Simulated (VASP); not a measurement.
Be2Al:

```
Be Al
1.0
     3.65150    0.00000    0.00000
    -1.82575    3.16229    0.00000
     0.00000    0.00000    2.71918
Be Al
2 1
Direct
  0.33333 0.66667 0.50000
  0.66667 0.33333 0.50000
  0.00000 0.00000 0.00000
```

The cell was built by a generator and needn't be a form met in nature.

| Item | Value |
| --- | --- |
| Program | VASP 6.6.1 |
| Task | single point |
| Functional | PBE |
| Potentials or basis | VASP PAW PBE potentials, release 64 (Be, Al) |
| Cutoff | 520 eV |
| k mesh | 8 × 8 × 10 |
| Occupations | fermi-dirac, width 0.05 eV |
| Spin | no spin polarisation |

On this cell: pressure 5.7 GPa; largest force under 0.003 eV/Å; band gap on the k mesh none (metal or under the smearing width).

The same run follows on a disturbed copy (atoms moved at random, drawn with an rms of 0.05 Å):

```
Be Al
1.0
     3.65150    0.00000    0.00000
    -1.82575    3.16229    0.00000
     0.00000    0.00000    2.71918
Be Al
2 1
Direct
  0.32679 0.66168 0.50678
  0.65317 0.34202 0.50350
  0.01120 0.00336 0.01048
```

What changes?

The energy (extrapolated to zero smearing) moves by +12.0 meV/atom; pressure 6.1 GPa; largest force 0.708 eV/Å; band gap on the k mesh none (metal or under the smearing width).

Forces in eV/Å, atoms in the order of the input:
```
Be  -0.136  0.327  0.011
Be   0.657 -0.261  0.048
Al  -0.520 -0.066 -0.058
```

Stress tensor (GPa, compression positive):
```
 6.43 -0.69  0.12
-0.69  5.11  0.03
 0.12  0.03  6.87
```
